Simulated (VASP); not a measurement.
Method: PBEsol GGA, VASP's PBE PAW potentials (set 64) (plane waves; VASP).

The input files of a VASP run:

POSCAR:
```
Mn
1
    2.4446519087     0.0000000213    -0.0000000000
   -1.2223264174     2.1171310290     0.0000000000
    0.0000000000     0.0000000000     3.9658266560
Mn
2
Direct
  0.3333330000   0.6666670000   0.2500000000
  0.6666670000   0.3333330000   0.7500000000
```

INCAR:
```
! general
SYSTEM =Mn
PREC   =Accurate
ENCUT  =400
LREAL  =.False.
LASPH  =.True.
ICHARG =11

! electronic loop
EDIFF  =1E-7
NELM   =100
ALGO   =Normal
LMAXMIX=4

! smearing
ISMEAR =0
SIGMA  =0.05

! functional
GGA    =PS

! output
LWAVE  =.False.
LCHARG =.False.
LORBIT =11
```

### KPOINTS
```
k-points along high-symmetry lines
10
Line-mode
Reciprocal
  0.000000   0.000000   0.000000 ! GAMMA
  0.500000   0.000000   0.000000 ! M

  0.500000   0.000000   0.000000 ! M
  0.333333   0.333333   0.000000 ! K

  0.333333   0.333333   0.000000 ! K
  0.000000   0.000000   0.000000 ! GAMMA

  0.000000   0.000000   0.000000 ! GAMMA
  0.000000   0.000000   0.500000 ! A

  0.000000   0.000000   0.500000 ! A
  0.500000   0.000000   0.500000 ! L

  0.500000   0.000000   0.500000 ! L
  0.333333   0.333333   0.500000 ! H

  0.333333   0.333333   0.500000 ! H
  0.000000   0.000000   0.500000 ! A

  0.500000   0.000000   0.500000 ! L
  0.500000   0.000000   0.000000 ! M

  0.333333   0.333333   0.500000 ! H
  0.333333   0.333333   0.000000 ! K
```

POTCAR, in this order: Mn_pv (PBE.64 set). Program: vasp_std. Read from the step before: CHGCAR.

Output

File OSZICAR:
```
       N       E                     dE             d eps       ncg     rms          rms(c)
DAV:   1     0.201058850606E+03    0.20106E+03   -0.14711E+04  3132   0.189E+03
DAV:   2    -0.119224228545E+02   -0.21298E+03   -0.21004E+03  3166   0.464E+02
DAV:   3    -0.194152795895E+02   -0.74929E+01   -0.72707E+01  3482   0.100E+02
DAV:   4    -0.195157834291E+02   -0.10050E+00   -0.10013E+00  3182   0.115E+01
DAV:   5    -0.195180443605E+02   -0.22609E-02   -0.22609E-02  3372   0.170E+00
DAV:   6    -0.195181151620E+02   -0.70801E-04   -0.70802E-04  3259   0.298E-01
DAV:   7    -0.195181180892E+02   -0.29272E-05   -0.29265E-05  3164   0.605E-02
DAV:   8    -0.195181182224E+02   -0.13322E-06   -0.13397E-06  2466   0.125E-02
DAV:   9    -0.195181182275E+02   -0.50954E-08   -0.53210E-08  1580   0.278E-03
   1 F= -.19518118E+02 E0= -.19515149E+02  d E =-.593811E-02
```

OUTCAR:
```
 val. band max:       10.8603907495   @ k =   0.0556   0.0000   0.0000

 cond. band min:      10.8734090808   @ k =   0.3333   0.3333   0.5000



 k-point     1 :       0.0000    0.0000    0.0000
  band No.  band energies     occupation
      1     -37.3504      2.00000
      2     -36.5667      2.00000
      3     -36.5667      2.00000
      4     -36.4463      2.00000
      5     -36.4463      2.00000
      6     -36.4438      2.00000
      7       2.4606      2.00000
      8       6.1931      2.00000
      9       9.8017      2.00000
     10       9.8425      2.00000
     11       9.8425      2.00000
     12      10.3455      2.00000
     13      10.3455      2.00000
     14      10.9139      0.18158
     15      10.9140      0.18144
     16      11.6288      0.00000
     17      12.5733      0.00000

 k-point     2 :       0.0556    0.0000    0.0000
  band No.  band energies     occupation
      1     -37.3413      2.00000
      2     -36.5868      2.00000
      3     -36.5731      2.00000
      4     -36.4675      2.00000
      5     -36.4493      2.00000
      6     -36.4471      2.00000
      7       2.5815      2.00000
      8       6.2797      2.00000
      9       9.5953      2.00000
     10       9.9182      2.00000
     11      10.0188      2.00000
     12      10.3009      2.00000
     13      10.4129      2.00000
     14      10.7771      1.98878
     15      10.8604      1.14182
     16      11.0965      0.00000
     17      12.5984      0.00000

 k-point     3 :       0.1111    0.0000    0.0000
  band No.  band energies     occupation
      1     -37.3142      2.00000
      2     -36.6448      2.00000
      3     -36.5915      2.00000
      4     -36.5273      2.00000
      5     -36.4579      2.00000
      6     -36.4569      2.00000
      7       2.9365      2.00000
      8       6.5208      2.00000
      9       9.3170      2.00000
     10      10.0521      2.00000
     11      10.1231      2.00000
     12      10.1400      2.00000
...
```

The density is held fixed in this step, so its total energy and stress have no physical meaning.

The structure was generated: Mn was put into the hcp type (P6_3/mmc), which need not be its known phase. It was relaxed first, which changed the volume by -11 %. The run is not spin-polarised, so no magnetic state was tried.
